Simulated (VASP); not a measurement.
# What spin-orbit coupling changes in Cu3Pt, part 3 of 4

What does spin-orbit coupling change in Cu3Pt, and what does it cost? All runs use r2SCAN. Left out of this account: 1 further run (fields: a reference on another mesh). The start is a computed cell from the Materials Project.

VASP 6.6.1, plane waves and PAW; the level of theory is named at each step.

Still holding for the runs below: This run has no spin polarisation. Its electron count is odd, so without a moment it is a metal by construction. The k-mesh is coarse for a metal.

So far. Step 3 (Band structure (r2SCAN + SOC)): Of the bands kept, 8 cross the Fermi level on this path (spinor bands, one electron each). Step 4 (Total and projected DOS (r2SCAN)): Of the states within 0.3 eV of the Fermi level, the largest shares in the PAW spheres are Cu d 42 %, Pt d 21 % and Cu p 10 %. The rest lies in smaller channels or between the spheres.

## (5) Total and projected DOS (r2SCAN + SOC)

This step: r2SCAN, spin-orbit coupling; plane waves and PAW (Cu, Pt) (VASP 6.6.1).

Here the states are counted by energy and projected on the atoms.

The input, INCAR:

```
SYSTEM = Cu3Pt
PREC = Accurate
ENCUT = 400
EDIFF = 1E-06
NELM = 100
ISMEAR = -5
SIGMA = 0.05
LREAL = .FALSE.
ALGO = Normal
METAGGA = R2SCAN
LASPH = .TRUE.
LNONCOLLINEAR = .TRUE.
MAGMOM = 0 0 0 0 0 0 0 0 0 0 0 0
NBANDS = 54
GGA_COMPAT = .FALSE.
LSORBIT = .TRUE.
LMAXMIX = 4
LORBIT = 11
LWAVE = .FALSE.
LCHARG = .FALSE.
KPAR = 4
NEDOS = 2001
```

The input, POSCAR:

```
Cu3Pt
1.0
    3.6830918900      0.0000000000      0.0000000000
    0.0000000000      3.6830918900      0.0000000000
    0.0000000000      0.0000000000      3.6830918900
Cu Pt
3 1
Direct
    0.0000000000      0.5000000000      0.5000000000
    0.5000000000      0.5000000000      0.0000000000
    0.5000000000      0.0000000000      0.5000000000
    0.0000000000      0.0000000000      0.0000000000
```

The input, KPOINTS:

```
Automatic mesh
0
Gamma
7 7 7
0 0 0
```

PAW data sets: Cu and Pt (PBE family, release 64).

Run with:

```bash
> mpirun -np 4 vasp_ncl
```

What it wrote:

```text
[... set-up lines as in an earlier step ...]
 entering main loop
       N       E                     dE             d eps       ncg     rms          rms(c)
DAV:   1     0.334361913481E+03    0.33436E+03   -0.15799E+04  2192   0.223E+03
DAV:   2    -0.321927517952E+02   -0.36655E+03   -0.34944E+03  2166   0.486E+02
DAV:   3    -0.923067800133E+02   -0.60114E+02   -0.55536E+02  2322   0.225E+02
DAV:   4    -0.956702406997E+02   -0.33635E+01   -0.32987E+01  2956   0.678E+01
DAV:   5    -0.957256598040E+02   -0.55419E-01   -0.55319E-01  3256   0.816E+00    0.190E+01
DAV:   6    -0.875874379216E+02    0.81382E+01   -0.43981E+01  2396   0.176E+02    0.112E+01
DAV:   7    -0.849258422084E+02    0.26616E+01   -0.95705E+00  2630   0.103E+02    0.413E+00
DAV:   8    -0.849945151451E+02   -0.68673E-01   -0.68134E-01  2578   0.846E+00    0.244E+00
DAV:   9    -0.849823667637E+02    0.12148E-01   -0.94401E-02  3316   0.394E+00    0.788E-01
DAV:  10    -0.849784004139E+02    0.39663E-02   -0.30026E-02  3072   0.377E+00    0.486E-01
DAV:  11    -0.849760557793E+02    0.23446E-02   -0.14947E-02  2834   0.196E+00    0.187E-01
DAV:  12    -0.849756016611E+02    0.45412E-03   -0.26498E-03  2704   0.151E+00    0.139E-01
DAV:  13    -0.849757537143E+02   -0.15205E-03   -0.66271E-04  2914   0.825E-01    0.551E-02
DAV:  14    -0.849757025367E+02    0.51178E-04   -0.14804E-04  2652   0.144E-01    0.133E-02
DAV:  15    -0.849756594064E+02    0.43130E-04   -0.24879E-05  3576   0.799E-02    0.107E-02
DAV:  16    -0.849756780288E+02   -0.18622E-04   -0.80419E-06  2368   0.671E-02    0.294E-03
DAV:  17    -0.849756789774E+02   -0.94859E-06   -0.50114E-07  1218   0.926E-03
   1 F= -.84975679E+02 E0= -.84975679E+02  d E =0.000000E+00  mag=    -0.0000     0.0000    -0.0000
 [... a notice as in an earlier step ...]
```

Run time: 59 s. Hardware: 4 MPI ranks of AMD EPYC 9R45, shared host; peak memory 0.93 GiB.

From OUTCAR (step 5):

```text
   NELECT =      43.0000    total number of electrons

 E-fermi :   8.4003

 k-point     1 :       0.0000    0.0000    0.0000
  band No.  band energies     occupation
    ...
     38       8.1393      1.00000
     39       8.1393      1.00000
     40       8.1393      1.00000
     41       8.4860      0.88248
     42       8.4860      0.88248
     43       9.8854      0.00000
     44       9.8854      0.00000
     45      10.4837      0.00000
     46      10.4837      0.00000
     47      10.4837      0.00000
    ...

  Total        0.0800952      0.0800952      0.0800952     -0.0000000      0.0000000     -0.0000000
  in kB        2.5684978      2.5684978      2.5684978     -0.0000000      0.0000000     -0.0000000
  external PRESSURE =       2.5684978 kB  Pullay stress =       0.0000000 kB

  FREE ENERGIE OF THE ION-ELECTRON SYSTEM (eV)
  ---------------------------------------------------
  free  energy   TOTEN  =       -84.9756789774 eV

  energy  without entropy=      -84.9756789774  energy(sigma->0) =      -84.97567898

 Spin-Orbit-Coupling matrix elements
 Ion:    1  E_soc:     -0.0140584
 Ion:    2  E_soc:     -0.0140584
 Ion:    3  E_soc:     -0.0140584
 Ion:    4  E_soc:     -0.6523027

 magnetization (x)
# of ion       s       p       d       tot
------------------------------------------
    1       -0.000   0.000   0.000  -0.000
    2        0.000   0.000   0.000   0.000
    3       -0.000   0.000  -0.000  -0.000
    4        0.000  -0.000   0.000   0.000
--------------------------------------------------
tot         -0.000  -0.000   0.000   0.000

 magnetization (y)
# of ion       s       p       d       tot
------------------------------------------
    1        0.000  -0.000  -0.000  -0.000
    2       -0.000  -0.000  -0.000  -0.000
    3       -0.000  -0.000   0.000  -0.000
    4        0.000  -0.000  -0.000  -0.000
--------------------------------------------------
tot         -0.000  -0.000  -0.000  -0.000

 magnetization (z)
# of ion       s       p       d       tot
------------------------------------------
    1       -0.000   0.000  -0.000  -0.000
    2       -0.000  -0.000   0.000  -0.000
    3        0.000  -0.000   0.000   0.000
    4        0.000  -0.000  -0.000  -0.000
--------------------------------------------------
tot          0.000  -0.000  -0.000  -0.000

[... 9 parts as in an earlier step ...]

[... 9 further parts left out ...]
```

This step gave:

```yaml
scf_cycles: 17
bands: 54
free_energy_toten: -84.9757 eV
fermi_energy: 8.400 eV
pressure: 0.2568 GPa
dos_at_the_fermi_level: 2.025 states/eV/cell
```

On-site spin-orbit energy by atom:

```csv
atom,on-site spin-orbit energy (eV)
Cu1,-0.014
Cu2,-0.014
Cu3,-0.014
Pt4,-0.652
```

The density of states has structure finer than the step of the table below, so its rows give means over 0.5 eV, whole bins alone (the curve runs from -10.8 to 4.34 eV). Peaks (eV: height): total -2.91: 16.6, -2.21: 14.4, -1.58: 12.5, -1.45: 13.0; Cu d -2.91: 13.6, -2.21: 12.9, -1.58: 10.2, -1.45: 9.86; Pt d -5.63: 2.51, -4.65: 3.99, -1.45: 2.72, -0.96: 2.70; Cu p -5.63: 0.378, -4.65: 0.462, -2.91: 0.384, 0.09: 0.345; Pt p -5.70: 0.153, -2.91: 0.263, -2.42: 0.163, 0.09: 0.237.

States under -10.8 eV and over 4.3 eV are left out. Density of states against energy, zero at the Fermi level; means over each step; values in states/eV/cell:

```csv
energy (eV),total,Cu d,Pt d,Cu p,Pt p,Cu s,Pt s
-10.0,0,0,0,0,0,0,0
-9.5,0.0838,1.5e-5,7.7e-5,0.00127,6.3e-4,0.0335,0.0219
-9.0,0.218,9.1e-4,0.00111,0.00651,0.00314,0.0829,0.0550
-8.5,0.329,0.00306,0.00416,0.0149,0.00676,0.118,0.0807
-8.0,0.428,0.00807,0.0119,0.0266,0.0109,0.140,0.101
-7.5,0.668,0.0204,0.0325,0.0514,0.0183,0.196,0.154
-7.0,0.742,0.0370,0.0586,0.0614,0.0232,0.201,0.152
-6.5,0.818,0.0671,0.133,0.0639,0.0248,0.199,0.121
-6.0,1.84,0.299,0.550,0.0985,0.0559,0.356,0.0826
-5.5,4.33,0.963,1.69,0.208,0.0786,0.487,0.145
-5.0,3.78,1.27,1.48,0.155,0.0573,0.185,0.123
-4.5,6.64,2.90,2.40,0.277,0.0648,0.132,0.115
-4.0,5.49,2.84,1.55,0.237,0.0963,0.0759,0.0741
-3.5,6.78,4.87,0.925,0.204,0.112,0.0490,0.0253
-3.0,12.7,10.4,0.848,0.304,0.217,0.0884,0.0268
-2.5,10.8,9.17,0.695,0.224,0.119,0.0553,0.0192
-2.0,9.88,8.59,0.738,0.132,0.0524,0.0340,0.0141
-1.5,10.0,7.71,1.95,0.0908,0.0420,0.0315,0.0211
-1.0,7.19,4.47,2.20,0.132,0.0791,0.0832,0.0282
-0.5,2.31,1.22,0.785,0.0737,0.0548,0.0648,0.0197
0.0,1.85,0.767,0.412,0.177,0.143,0.129,0.0212
0.5,0.750,0.232,0.178,0.103,0.0696,0.0510,0.0122
1.0,0.789,0.208,0.182,0.134,0.0683,0.0376,0.0336
1.5,0.790,0.200,0.171,0.142,0.0649,0.0357,0.0420
2.0,1.23,0.291,0.247,0.238,0.101,0.0625,0.0620
2.5,1.17,0.251,0.217,0.248,0.107,0.0682,0.0489
3.0,0.986,0.193,0.161,0.230,0.103,0.0566,0.0346
3.5,0.897,0.169,0.138,0.217,0.0998,0.0528,0.0266
4.0,0.928,0.164,0.129,0.233,0.112,0.0595,0.0231
```

The DOS at the Fermi level goes from 2.04 to 2.02 states/eV/cell, a number that is sensitive to the mesh. The run took 4.5 times the core time, with 54 spinor bands against 35. Of the states within 0.3 eV of the Fermi level, the largest shares in the PAW spheres are Cu d 41 %, Pt d 23 % and Cu p 9 %. The rest lies in smaller channels or between the spheres.

## (6) Full relaxation (r2SCAN)

This step: r2SCAN; plane waves and PAW (Cu, Pt) (VASP 6.6.1).

Last, the cell itself: ISIF = 3 frees volume, shape and positions, first without the coupling.

The input, INCAR:

```
SYSTEM = Cu3Pt
PREC = Accurate
ENCUT = 400
EDIFF = 1E-06
NELM = 100
ISMEAR = -1
SIGMA = 0.05
LREAL = .FALSE.
ALGO = Normal
METAGGA = R2SCAN
LASPH = .TRUE.
NBANDS = 27
LORBIT = 11
LWAVE = .FALSE.
LCHARG = .FALSE.
KPAR = 4
IBRION = 2
NSW = 60
ISIF = 3
EDIFFG = -0.01
```

POSCAR is that of step 5.

KPOINTS is that of step 5.

Run with:

```bash
> mpirun -np 4 vasp_std
```

What it wrote:

```text
[... set-up lines as in an earlier step ...]
 entering main loop
       N       E                     dE             d eps       ncg     rms          rms(c)
DAV:   1     0.254664701395E+03    0.25466E+03   -0.16823E+04  1136   0.217E+03
DAV:   2    -0.643753868619E+02   -0.31904E+03   -0.30743E+03  1086   0.401E+02
DAV:   3    -0.944212580865E+02   -0.30046E+02   -0.28390E+02  1222   0.162E+02
DAV:   4    -0.953322950398E+02   -0.91104E+00   -0.90615E+00  1467   0.324E+01
DAV:   5    -0.953451356069E+02   -0.12841E-01   -0.12837E-01  1590   0.314E+00    0.181E+01
DAV:   6    -0.873408385298E+02    0.80043E+01   -0.46708E+01  1169   0.176E+02    0.111E+01
DAV:   7    -0.845836717566E+02    0.27572E+01   -0.11186E+01  1343   0.997E+01    0.382E+00
DAV:   8    -0.846300270688E+02   -0.46355E-01   -0.55346E-01  1266   0.709E+00    0.209E+00
DAV:   9    -0.846246548339E+02    0.53722E-02   -0.12974E-01  1394   0.352E+00    0.724E-01
DAV:  10    -0.846176884978E+02    0.69663E-02   -0.45629E-02  1617   0.309E+00    0.444E-01
DAV:  11    -0.846160337177E+02    0.16548E-02   -0.20584E-02  1265   0.414E+00    0.169E-01
DAV:  12    -0.846158913648E+02    0.14235E-03   -0.11783E-03  1612   0.775E-01    0.110E-01
DAV:  13    -0.846158171734E+02    0.74191E-04   -0.34003E-04  1517   0.467E-01    0.270E-02
DAV:  14    -0.846158176966E+02   -0.52319E-06   -0.74076E-05  1440   0.101E-01    0.593E-03
DAV:  15    -0.846158219269E+02   -0.42304E-05   -0.86935E-06  1175   0.510E-02    0.409E-03
DAV:  16    -0.846158213198E+02    0.60717E-06   -0.92767E-07   612   0.117E-02
   1 F= -.84615821E+02 E0= -.84607197E+02  d E =-.846158E+02
 curvature:   0.00 expect dE= 0.000E+00 dE for cont linesearch  0.000E+00
 trial: gam= 0.00000 g(F)=  0.000E+00 g(S)=  0.662E-03 ort = 0.000E+00 (trialstep = 0.100E+01)
 search vector abs. value=  0.662E-03
 bond charge predicted
       N       E                     dE             d eps       ncg     rms          rms(c)
DAV:   1    -0.846348750352E+02   -0.19053E-01   -0.29034E-01  1174   0.108E+01    0.113E+00
DAV:   2    -0.846233803775E+02    0.11495E-01   -0.13894E-01  1163   0.103E+01    0.543E-01
DAV:   3    -0.846170443013E+02    0.63361E-02   -0.39789E-02  1289   0.631E+00    0.308E-01
DAV:   4    -0.846162527061E+02    0.79160E-03   -0.21541E-03  1590   0.127E+00    0.143E-01
DAV:   5    -0.846159999611E+02    0.25275E-03   -0.89364E-04  1730   0.497E-01    0.552E-02
DAV:   6    -0.846159507084E+02    0.49253E-04   -0.21791E-04  1519   0.182E-01    0.103E-02
DAV:   7    -0.846159536460E+02   -0.29377E-05   -0.14473E-05  1252   0.364E-02    0.490E-03
DAV:   8    -0.846159565842E+02   -0.29381E-05   -0.78904E-07   597   0.233E-02    0.111E-03
DAV:   9    -0.846159569757E+02   -0.39151E-06   -0.34909E-07   576   0.102E-02
   2 F= -.84615957E+02 E0= -.84607345E+02  d E =-.135656E-03
 trial-energy change:   -0.000136  1 .order    0.000020   -0.000662    0.000702
 step:   0.6425(harm=  0.4856)  dis= 0.00000  next Energy=   -84.616075 (dE=-0.254E-03)
 bond charge predicted
       N       E                     dE             d eps       ncg     rms          rms(c)
DAV:   1    -0.846185246942E+02   -0.25681E-02   -0.36778E-02  1177   0.384E+00    0.407E-01
DAV:   2    -0.846169380432E+02    0.15867E-02   -0.18179E-02  1160   0.371E+00    0.200E-01
DAV:   3    -0.846161671003E+02    0.77094E-03   -0.53306E-03  1308   0.231E+00    0.110E-01
DAV:   4    -0.846160781437E+02    0.88957E-04   -0.27705E-04  1601   0.447E-01    0.508E-02
DAV:   5    -0.846160787715E+02   -0.62774E-06   -0.12757E-04  1690   0.185E-01    0.214E-02
DAV:   6    -0.846160709257E+02    0.78457E-05   -0.32298E-05  1553   0.716E-02    0.393E-03
DAV:   7    -0.846160709699E+02   -0.44117E-07   -0.19167E-06   777   0.138E-02
   3 F= -.84616071E+02 E0= -.84607454E+02  d E =-.249650E-03
 curvature:  -0.22 expect dE=-0.392E-05 dE for cont linesearch -0.392E-05
 trial: gam= 0.00000 g(F)=  0.589E-64 g(S)=  0.178E-04 ort =-0.109E-03 (trialstep = 0.928E+00)
 search vector abs. value=  0.178E-04
 reached required accuracy - stopping structural energy minimisation
```

Run time: 24 s. Hardware: 4 MPI ranks; peak memory 0.52 GiB.

From OUTCAR (step 6):

```text
   k-points           NKPTS =     20   k-points in BZ     NKDIM =     20   number of bands    NBANDS=     27

   NELECT =      43.0000    total number of electrons

 E-fermi :   8.2845

 k-point     1 :       0.0000    0.0000    0.0000
  band No.  band energies     occupation
    ...
     17       7.4997      2.00000
     18       7.4997      2.00000
     19       8.1316      1.91027
     20       8.1316      1.91027
     21       8.1316      1.91027
     22      10.2728      0.00000
     23      10.2728      0.00000
     24      10.2728      0.00000
     25      15.8048      0.00000
     26      17.8160      0.00000
    ...

  Total       -0.0221854     -0.0221854     -0.0221854      0.0000000      0.0000000     -0.0000000
  in kB       -0.7092089     -0.7092089     -0.7092089      0.0000000      0.0000000     -0.0000000
  external PRESSURE =      -0.7092089 kB  Pullay stress =       0.0000000 kB

 POSITION                                       TOTAL-FORCE (eV/Angst)
 -----------------------------------------------------------------------------------
      0.00000      1.84348      1.84348        -0.000000     -0.000000      0.000000
      1.84348      1.84348      0.00000         0.000000      0.000000      0.000000
      1.84348     -0.00000      1.84348         0.000000     -0.000000      0.000000
      0.00000      0.00000      0.00000         0.000000      0.000000      0.000000
 -----------------------------------------------------------------------------------
    total drift:                                0.000000     -0.000000     -0.000000

  FREE ENERGIE OF THE ION-ELECTRON SYSTEM (eV)
  ---------------------------------------------------
  free  energy   TOTEN  =       -84.6160709699 eV

  energy  without entropy=      -84.5988373139  energy(sigma->0) =      -84.60745414

 reached required accuracy - stopping structural energy minimisation

[... 6 parts as in an earlier step ...]

[... 10 further parts left out ...]
```

The run keeps the 48 symmetry operations of its start, so it cannot find a distortion of lower symmetry.

Step by step:

```csv
step,energy less that of the first step (eV),largest force (eV/Å),pressure (GPa),volume (Å³)
1,0.0000,0.0000,0.43,49.96
2,-0.0001,0.0000,-0.46,50.21
3,-0.0003,0.0000,-0.07,50.12
```

```csv
"conventional cell, symmetrised",before,after,change
a (Å),3.683,3.687,+0.1 %
b (Å),3.683,3.687,+0.1 %
c (Å),3.683,3.687,+0.1 %
volume (Å³/atom),12.49,12.53,+0.3 %
```

Final coordinates:

```cif
data_structure
_symmetry_space_group_name_H-M 'P 1'
_symmetry_Int_Tables_number 1
_cell_length_a 3.6870
_cell_length_b 3.6870
_cell_length_c 3.6870
_cell_angle_alpha 90.000
_cell_angle_beta 90.000
_cell_angle_gamma 90.000
_cell_volume 50.12
loop_
_atom_site_label
_atom_site_type_symbol
_atom_site_fract_x
_atom_site_fract_y
_atom_site_fract_z
_atom_site_occupancy
Cu1 Cu 0.00000 0.50000 0.50000 1
Cu2 Cu 0.50000 0.50000 0.00000 1
Cu3 Cu 0.50000 0.00000 0.50000 1
Pt4 Pt 0.00000 0.00000 0.00000 1
```

This step gave:

```
bands                           : 27
free energy (TOTEN)             : -84.6161 eV
energy at zero smearing         : -84.6075 eV
Fermi energy                    : 8.284 eV
pressure                        : -0.07092 GPa
SCF cycles over all ionic steps : 32
```

It ends with forces that vanish by symmetry and a pressure of -0.07 GPa.

[end of part 3 of 4]

[Lines on the potential files, build, host, timing and source positions are cut from VASP's logs without a mark.]

[Logs are printed without paths, hosts, clocks, repeated set-up lines and the standing remarks that a program may print on its own settings, such as how far it seeks lower states.]

[Hosts, paths, dates, database ids (printed as entryN), source tags and the programs' standing remarks are cut or masked in the printed files.]

[A measured line is paired with the nearest computed mode of its activity, which favours agreement.]
